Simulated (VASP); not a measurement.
Level of theory: PW91 GGA, VASP's PBE PAW potentials (set 64) (plane waves; VASP 6.6.1).

VASP input:

**INCAR**
```
LCHARG=F
SYSTEM=MgB2
ENCUT=520
GGA=91   ! PW91
NSW=30   ! most ionic steps
NELM=100   ! most electronic steps
LREAL=F   ! projection in real space or not
LWAVE=F
SIGMA=0.1   ! width (eV)
PREC=Accurate
ALGO=Normal   ! blocked Davidson
LASPH=T
ISMEAR=1   ! Methfessel-Paxton
EDIFF=1E-7   ! SCF stop (eV)
EDIFFG=-0.01   ! ionic stop
IBRION=2   ! conjugate gradients
ISIF=4
```

POSCAR:
```
MgB2
1
    1.5094045186    -2.6143648319     0.0000000000
    1.5094045186     2.6143648319     0.0000000000
    0.0000000000     0.0000000000     3.4331867369
Mg B
1 2
Direct
  1.0000000000   1.0000000000   0.0000000000
  0.3333330000   0.6666670000   0.5000000000
  0.6666670000   0.3333330000   0.5000000000
```

### KPOINTS
```
K-points
0
G
 11 11 9
```

POTCAR, in this order: Mg B (PBE.64 set). Program: vasp_std.

Question: Estimate the energy per atom (σ→0), pressure, band gap (on the k-mesh).

Answer: 
```
Item                                                        Result
------------------------  ----------------------------------------
energy per atom (σ→0)                               -5.088 eV/atom
band gap (on the k-mesh)  none (metal, semimetal or under 0.01 eV)
pressure                                                 10.06 GPa
```

**OSZICAR**
```
...
DAV:   7    -0.152744672180E+02    0.27077E+00   -0.13803E+00  1560   0.651E+00    0.821E-01
DAV:   8    -0.152751384503E+02   -0.67123E-03   -0.16083E-01  1400   0.254E+00    0.472E-01
DAV:   9    -0.152641281370E+02    0.11010E-01   -0.37034E-02  1384   0.109E+00    0.539E-02
DAV:  10    -0.152641377671E+02   -0.96301E-05   -0.82467E-04  1888   0.224E-01    0.240E-02
DAV:  11    -0.152641380076E+02   -0.24049E-06   -0.10877E-04  1360   0.649E-02    0.942E-03
DAV:  12    -0.152641314583E+02    0.65493E-05   -0.26783E-05  1408   0.296E-02    0.736E-04
DAV:  13    -0.152641314880E+02   -0.29667E-07   -0.27670E-07  1808   0.477E-03
   1 F= -.15264131E+02 E0= -.15264110E+02  d E =-.152641E+02
```

The compound is MgB2 in the AlB2 type structure. This cell is one point of a volume scan, at 0.94 of the reference volume.
